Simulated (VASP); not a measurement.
# HgP in VASP: further runs

One sheet, HgP, is run at these levels: PBE, RPBE+D3; tasks: work function.

Program: VASP 6.6.1. These are calculated values, not measurements. Logs are shortened: lines on timing, memory, paths and dates and some standing lists are left out, and cuts for length are marked.

## 1. Starting point

The cell holds a sheet with vacuum, 2 atoms: a = 3.674 Å, b = 3.674 Å, c = 23.800 Å, α = 90.00°, β = 90.00°, γ = 90.00°.

The cell was built by a generator and needn't be a form met in nature.

## 2. Work function, PBE

The input, INCAR:

```
SYSTEM = HgP
ALGO = Normal ; DIPOL = 0.5 0.5 0.294
EDIFF = 1E-6 ; ENCUT = 520
GGA = PE ; IDIPOL = 3
ISIF = 2 ; ISMEAR = 0
LASPH = .TRUE. ; LCHARG = .TRUE.
LDIPOL = .TRUE. ; LELF = .TRUE.
LREAL = .FALSE. ; LVACPOTAV = .TRUE.
LVHAR = .TRUE. ; LWAVE = .FALSE.
NELM = 60 ; PREC = Accurate
SIGMA = 0.05
```

The input, KPOINTS:

```
k-points
0
G
  7 7 1
  0 0 0
```

The input, POSCAR:

```
HgP
1.0
    3.6740100000      0.0000000000      0.0000000000
    0.0000000000      3.6740100000      0.0000000000
    0.0000000000      0.0000000000     23.8000000000
Hg P
1 1
Direct
    0.0000000000      0.0000000000      0.2941200000
    0.5000000000      0.5000000000      0.2941200000
```

Potentials or basis: VASP PAW PBE potentials, release 64 (Hg, P).

Launch:

```bash
cat potpaw_PBE.64/Hg/POTCAR potpaw_PBE.64/P/POTCAR > POTCAR
mpirun -np 1 vasp_std > vasp.out
```

OUTCAR:

```text
SYSTEM = HgP
   EDIFF = 1E-6
   ENCUT = 520
   GGA = PE
   ISIF = 2
   ISMEAR = 0
   LASPH = .TRUE.
   LREAL = .FALSE.
   NELM = 60
   PREC = Accurate

 ion  position               nearest neighbor table
   1  0.000  0.000  0.294-   2 2.60   2 2.60   2 2.60   2 2.60
   2  0.500  0.500  0.294-   1 2.60   1 2.60   1 2.60   1 2.60

  LATTYP: Found a simple tetragonal cell.
 ALAT       =     3.6740100000
 C/A-ratio  =     6.4779355527

  Lattice vectors:

 A1 = (   3.6740100000,   0.0000000000,   0.0000000000)
 A2 = (   0.0000000000,   3.6740100000,   0.0000000000)
 A3 = (   0.0000000000,   0.0000000000,  23.8000000000)

Analysis of symmetry for initial positions (statically):
=====================================================================
 Subroutine PRICEL returns:
 Original cell was already a primitive cell.

 Routine SETGRP: Setting up the symmetry group for a
 simple tetragonal supercell.

 Subroutine GETGRP returns: Found 16 space group operations
 (whereof  8 operations were pure point group operations)
 out of a pool of 16 trial point group operations.

The static configuration has the point symmetry C_4v.
 The point group associated with its full space group is D_4h.

Analysis of symmetry for dynamics (positions and initial velocities):
=====================================================================
 Subroutine PRICEL returns:
 Original cell was already a primitive cell.

 Routine SETGRP: Setting up the symmetry group for a
 simple tetragonal supercell.

 Subroutine GETGRP returns: Found 16 space group operations
 (whereof  8 operations were pure point group operations)
 out of a pool of 16 trial point group operations.

The dynamic configuration has the point symmetry C_4v.
 The point group associated with its full space group is D_4h.

 Subroutine INISYM returns: Found 16 space group operations
 (whereof  8 operations are pure point group operations),
 and found     1 'primitive' translations

----------------------------------------------------------------------------------------

                                     Primitive cell

  volume of cell :     321.2607

  direct lattice vectors                    reciprocal lattice vectors
     3.674010000  0.000000000  0.000000000     0.272182166  0.000000000  0.000000000
     0.000000000  3.674010000  0.000000000     0.000000000  0.272182166  0.000000000
     0.000000000  0.000000000 23.800000000     0.000000000  0.000000000  0.042016807

  length of vectors
     3.674010000  3.674010000 23.800000000     0.272182166  0.272182166  0.042016807

  position of ions in fractional coordinates (direct lattice)
     0.000000000  0.000000000  0.294120000
[... 81 lines left out ...]
   IMIX   =      4    mixing-type and parameters
     AMIX     =   0.40;   BMIX     =  1.00
     AMIX_MAG =   1.60;   BMIX_MAG =  1.00
  volume/ion in A,a.u.               =     160.63      1083.99
  Fermi-wavevector in a.u.,A,eV,Ry     =   0.614618  1.161460  5.139672  0.377755
  Thomas-Fermi vector in A             =   1.671693
   LORBIT       =      0    0 simple, 1 ext, 2 COOP (PROOUT), +10 PAW based schemes
   GGA     = PE    functional components
   LHFCALC =     F    Hartree Fock is set to
   AEXX    =    0.0000 exact exchange contribution
   IVDW    =     0    specifies the selected vdW correction
   LEPSILON=     F    determine dielectric tensor
   LRPA    =     F    only Hartree local field effects (RPA)
 non-spin polarized calculation
 Gauss-broadening in eV      SIGMA  =   0.05
  energy-cutoff  :      520.00
  volume of cell :      321.26
 maximum number of plane-waves:      8689
 NGX is ok and might be reduce to    28
   NGX = 13   NGY = 13   NGZ = 89

 dipolmoment           0.000000      0.000000      0.000009 electrons x Angstroem

 number of electron      17.0000002 magnetization

 dipolmoment           0.000000      0.000000     -0.000004 electrons x Angstroem

 Free energy of the ion-electron system (eV)
  ---------------------------------------------------
  ext. energy  EPLUGINS =         0.00000000
  ---------------------------------------------------
  free energy    TOTEN  =        -4.03687588 eV

  energy without entropy =       -4.02997514  energy(sigma->0) =       -4.03342551

 E-fermi :  -3.9996     XC(G=0):  -1.9238

 val. band max:       -4.0280161695   @ k =   0.4286   0.1429   0.0000
 cond. band min:      -3.9647660117   @ k =   0.4286   0.2857   0.0000
 fundamental gap:      0.0632501577
 Fermi energy:        -3.9995997958

 k-point     1 :       0.0000    0.0000    0.0000
  band No.  band energies     occupation
      1     -15.3692      2.00000
      2     -11.2669      2.00000
      3     -10.9585      2.00000
      4     -10.4478      2.00000
      5     -10.4478      2.00000
      6     -10.1746      2.00000
      7      -5.8695      2.00000
      8      -4.6018      2.00000
      9      -4.6018      2.00000
     10      -3.2611      0.00000
     11       0.3982      0.00000
     12       0.7348      0.00000
[... 121 lines left out ...]
 k-point    10 :       0.4286    0.4286    0.0000
  band No.  band energies     occupation
      1     -14.3491      2.00000
      2     -10.6671      2.00000
      3     -10.6539      2.00000
      4     -10.5446      2.00000
      5     -10.3947      2.00000
      6      -9.1350      2.00000
      7      -7.2878      2.00000
      8      -7.2408      2.00000
      9      -5.1441      2.00000
     10      -3.9223      0.02876
     11       1.0296      0.00000
     12       3.4289      0.00000

------------------------ aborting loop because EDIFF is reached ----------------------------------------

  FORCE on cell =-STRESS in cart. coord.  units (eV):
  Direction    XX          YY          ZZ          XY          YZ          ZX
  --------------------------------------------------------------------------------------
  -------------------------------------------------------------------------------------
  Total        0.2247542      0.2247542     -0.0189393      0.0000000     -0.0000000      0.0000000
  in kB        1.1208842      1.1208842     -0.0944534      0.0000000     -0.0000000      0.0000000
  external PRESSURE =       0.7157717 kB  Pullay stress =       0.0000000 kB

 VOLUME and BASIS-vectors are now :
 -----------------------------------------------------------------------------
  energy-cutoff  :      520.00
  volume of cell :      321.26
      direct lattice vectors                 reciprocal lattice vectors
     3.674010000  0.000000000  0.000000000     0.272182166  0.000000000  0.000000000
     0.000000000  3.674010000  0.000000000     0.000000000  0.272182166  0.000000000
     0.000000000  0.000000000 23.800000000     0.000000000  0.000000000  0.042016807

 POSITION                                       TOTAL-FORCE (eV/Angst)
 -----------------------------------------------------------------------------------
      0.00000      0.00000      7.00006         0.000000      0.000000      0.000000
      1.83700      1.83700      7.00006         0.000000      0.000000     -0.000000
 -----------------------------------------------------------------------------------
    total drift:                               -0.000000      0.000000     -0.000041

  FREE ENERGIE OF THE ION-ELECTRON SYSTEM (eV)
  ---------------------------------------------------
  free  energy   TOTEN  =        -4.0368758797 eV

  energy  without entropy=       -4.0299751419  energy(sigma->0) =       -4.03342551

 vacuum level on the upper side and lower side of the slab         1.192         1.192
```

Wall time 70 s (1 thread of Intel Xeon Platinum 8559C (Emerald Rapids), shared host); peak memory 0.35 GiB.

Results:

| Quantity | Value |
| --- | --- |
| Free energy | -4.0369 eV |
| Band gap on the k mesh | none (metal or under the smearing width) |
| Work function of the upper face | 5.19 eV |
| Work function of the lower face | 5.19 eV |

## 3. Work function, RPBE+D3

The input, INCAR:

```
SYSTEM = HgP
ALGO = Normal
DIPOL = 0.5 0.5 0.294
EDIFF = 1E-7
ENCUT = 520
GGA = RP
IDIPOL = 3
ISIF = 2
ISMEAR = 0
IVDW = 11
LASPH = .True.
LCHARG = .True.
LDIPOL = .True.
LELF = .True.
LREAL = .False.
LVACPOTAV = .True.
LVHAR = .True.
LWAVE = .False.
NELM = 80
PREC = Accurate
SIGMA = 0.1
```

The input, KPOINTS:

```
k-points
0
Gamma
  7 7 1
  0 0 0
```

The input, POSCAR:

```
HgP
1.0
    3.6740100000      0.0000000000      0.0000000000
    0.0000000000      3.6740100000      0.0000000000
    0.0000000000      0.0000000000     23.8000000000
Hg P
1 1
Cartesian
    0.0000000000      0.0000000000      7.0000560000
    1.8370050000      1.8370050000      7.0000560000
```

Potentials or basis: VASP PAW PBE potentials, release 64 (Hg, P).

Launch:

```bash
cat potpaw_PBE.64/Hg/POTCAR potpaw_PBE.64/P/POTCAR > POTCAR
mpirun -np 1 vasp_std > vasp.out
```

OUTCAR:

```text
SYSTEM = HgP
   EDIFF = 1E-7
   ENCUT = 520
   GGA = RP
   ISIF = 2
   ISMEAR = 0
   IVDW = 11
   LASPH = .True.
   LREAL = .False.
   NELM = 80
   PREC = Accurate
 IVDW          = 11

 ion  position               nearest neighbor table
   1  0.000  0.000  0.294-   2 2.60   2 2.60   2 2.60   2 2.60
   2  0.500  0.500  0.294-   1 2.60   1 2.60   1 2.60   1 2.60

  LATTYP: Found a simple tetragonal cell.
 ALAT       =     3.6740100000
 C/A-ratio  =     6.4779355527

  Lattice vectors:

 A1 = (   3.6740100000,   0.0000000000,   0.0000000000)
 A2 = (   0.0000000000,   3.6740100000,   0.0000000000)
 A3 = (   0.0000000000,   0.0000000000,  23.8000000000)

Analysis of symmetry for initial positions (statically):
=====================================================================
 Subroutine PRICEL returns:
 Original cell was already a primitive cell.

 Routine SETGRP: Setting up the symmetry group for a
 simple tetragonal supercell.

 Subroutine GETGRP returns: Found 16 space group operations
 (whereof  8 operations were pure point group operations)
 out of a pool of 16 trial point group operations.

The static configuration has the point symmetry C_4v.
 The point group associated with its full space group is D_4h.

Analysis of symmetry for dynamics (positions and initial velocities):
=====================================================================
 Subroutine PRICEL returns:
 Original cell was already a primitive cell.

 Routine SETGRP: Setting up the symmetry group for a
 simple tetragonal supercell.

 Subroutine GETGRP returns: Found 16 space group operations
 (whereof  8 operations were pure point group operations)
 out of a pool of 16 trial point group operations.

The dynamic configuration has the point symmetry C_4v.
 The point group associated with its full space group is D_4h.

 Subroutine INISYM returns: Found 16 space group operations
 (whereof  8 operations are pure point group operations),
 and found     1 'primitive' translations

----------------------------------------------------------------------------------------
[... 116 lines left out ...]

 dipolmoment           0.000000      0.000000     -0.000000 electrons x Angstroem

 number of electron      17.0000002 magnetization

 dipolmoment           0.000000      0.000000      0.000001 electrons x Angstroem

 Free energy of the ion-electron system (eV)
  ---------------------------------------------------
  ext. energy  EPLUGINS =         0.00000000
  ---------------------------------------------------
  free energy    TOTEN  =        -3.39995773 eV

  energy without entropy =       -3.37646459  energy(sigma->0) =       -3.38821116

 E-fermi :  -3.8818     XC(G=0):  -1.9252

 val. band max:       -3.9093511231   @ k =   0.4286   0.1429   0.0000
 cond. band min:      -3.8494068718   @ k =   0.4286   0.2857   0.0000
 fundamental gap:      0.0599442513
 Fermi energy:        -3.8817658845

 k-point     1 :       0.0000    0.0000    0.0000
  band No.  band energies     occupation
      1     -15.2302      2.00000
      2     -11.1547      2.00000
      3     -10.8471      2.00000
      4     -10.3541      2.00000
      5     -10.3541      2.00000
      6     -10.0782      2.00000
      7      -5.7246      2.00000
      8      -4.4677      2.00000
      9      -4.4677      2.00000
     10      -3.0741      0.00000
     11       0.3584      0.00000
     12       0.6799      0.00000
[... 121 lines left out ...]
 k-point    10 :       0.4286    0.4286    0.0000
  band No.  band energies     occupation
      1     -14.2211      2.00000
      2     -10.5697      2.00000
      3     -10.5567      2.00000
      4     -10.4491      2.00000
      5     -10.2887      2.00000
      6      -9.0074      2.00000
      7      -7.1436      2.00000
      8      -7.0993      2.00000
      9      -4.9891      2.00000
     10      -3.8093      0.30568
     11       1.2122      0.00000
     12       3.5886      0.00000

------------------------ aborting loop because EDIFF is reached ----------------------------------------

 Edisp (eV)   -0.41127

 E8    (eV) :    -0.1087

  FORCE on cell =-STRESS in cart. coord.  units (eV):
  Direction    XX          YY          ZZ          XY          YZ          ZX
  --------------------------------------------------------------------------------------
  -------------------------------------------------------------------------------------
  Total       0.76451     0.76451    -0.02072     0.00000     0.00000     0.00000
  in kB       3.81272     3.81272    -0.10335     0.00000     0.00000     0.00000
  external pressure =        2.51 kB  Pullay stress =        0.00 kB

 VOLUME and BASIS-vectors are now :
 -----------------------------------------------------------------------------
  energy-cutoff  :      520.00
  volume of cell :      321.26
      direct lattice vectors                 reciprocal lattice vectors
     3.674010000  0.000000000  0.000000000     0.272182166  0.000000000  0.000000000
     0.000000000  3.674010000  0.000000000     0.000000000  0.272182166  0.000000000
     0.000000000  0.000000000 23.800000000     0.000000000  0.000000000  0.042016807

 POSITION                                       TOTAL-FORCE (eV/Angst)
 -----------------------------------------------------------------------------------
      0.00000      0.00000      7.00006         0.000000      0.000000      0.000000
      1.83700      1.83700      7.00006         0.000000      0.000000     -0.000000
 -----------------------------------------------------------------------------------
    total drift:                               -0.000000      0.000000      0.000008

  FREE ENERGIE OF THE ION-ELECTRON SYSTEM (eV)
  ---------------------------------------------------
  free  energy   TOTEN  =        -3.8112286229 eV

  energy  without entropy=       -3.7877354877  energy(sigma->0) =       -3.79948206

 vacuum level on the upper side and lower side of the slab         1.187         1.187
```

OSZICAR:

```text
N       E                     dE             d eps       ncg     rms          rms(c)
DAV:   1     0.135300692392E+03    0.13530E+03   -0.48758E+03   240   0.932E+02
DAV:   2     0.750475577854E+01   -0.12780E+03   -0.12013E+03   428   0.189E+02
DAV:   3    -0.366856192143E+01   -0.11173E+02   -0.11108E+02   272   0.764E+01
[... 11 lines left out ...]
DAV:  15    -0.339995696810E+01   -0.32409E-06   -0.46429E-08   200   0.126E-03    0.269E-04
DAV:  16    -0.339995732206E+01   -0.35396E-06   -0.23023E-08   192   0.604E-04    0.133E-04
DAV:  17    -0.339995743621E+01   -0.11415E-06   -0.37202E-09   200   0.298E-04    0.614E-05
DAV:  18    -0.339995766548E+01   -0.22927E-06   -0.97088E-09   188   0.296E-04    0.863E-05
DAV:  19    -0.339995772849E+01   -0.63015E-07   -0.41027E-09   200   0.159E-04
   1 F= -.38112286E+01 E0= -.37994821E+01  d E =-.234931E-01
```

stdout:

```text
POSCAR found type information on POSCAR HgP
 POSCAR found :  2 types and       2 ions
 scaLAPACK will be used
 -----------------------------------------------------------------------------
|                                                                             |
[... 23 lines left out ...]
|     field-free region was found. Please increase the size of  your cell     |
|     in the dimension of the dipole correction to obtain accurate            |
|     workfunction values.                                                    |
|                                                                             |
 -----------------------------------------------------------------------------
```

Run time: 63 s. Hardware: 1 thread of Intel Xeon Platinum 8559C (Emerald Rapids), shared host; peak memory 0.38 GiB.

Results:

* Free energy: -3.8112 eV
* Band gap on the k mesh: none (metal or under the smearing width)
* Dispersion energy per atom: -0.206 eV
* Work function of the upper face: 5.07 eV
* Work function of the lower face: 5.07 eV

Levels at points of the mesh, in eV from the Fermi level:
```tsv
k point	band 6	band 7	band 8	band 9	band 10	band 11	band 12
(0.00, 0.00, 0.00)	-6.20	-1.84	-0.59	-0.59	0.81	4.24	4.56
```

Caveat: the PAW data sets were made with another functional, which shifts forces and pressure a little. The run has no spin-orbit coupling, so splittings on Hg are missing.

## 4. For comparison

An earlier run on the cell as given: functional PBE; potentials or basis VASP PAW PBE potentials, release 64 (Hg, P); cutoff 520 eV; k mesh 7 × 7 × 1; occupations fermi-dirac, width 0.05 eV; no spin polarisation.

* Band gap on the k mesh: none (metal or under the smearing width)
* Work function of the upper face: 5.18 eV
* Work function of the lower face: 5.18 eV

## 5. Summary

| task | level | smearing | gap on the mesh (eV) | work function (eV) |
| --- | --- | --- | --- | --- |
| work function | PBE | gaussian 0.05 eV | none | 5.19 |
| work function | RPBE+D3 | gaussian 0.1 eV | none | 5.07 |
| single point | PBE | fermi-dirac 0.05 eV | none | 5.18 |

Alike in all rows: potentials or basis VASP PAW PBE potentials, release 64 (Hg, P); no spin polarisation; cell as given; k mesh 7 × 7 × 1; cutoff (eV) 520.

Every run on the cell as given and a fine mesh finds a metal.

Caveats: the PAW data sets were made with another functional, which shifts forces and pressure a little (some runs).

Total energies depend on the potentials used, so only differences within one code and one set of settings carry meaning.
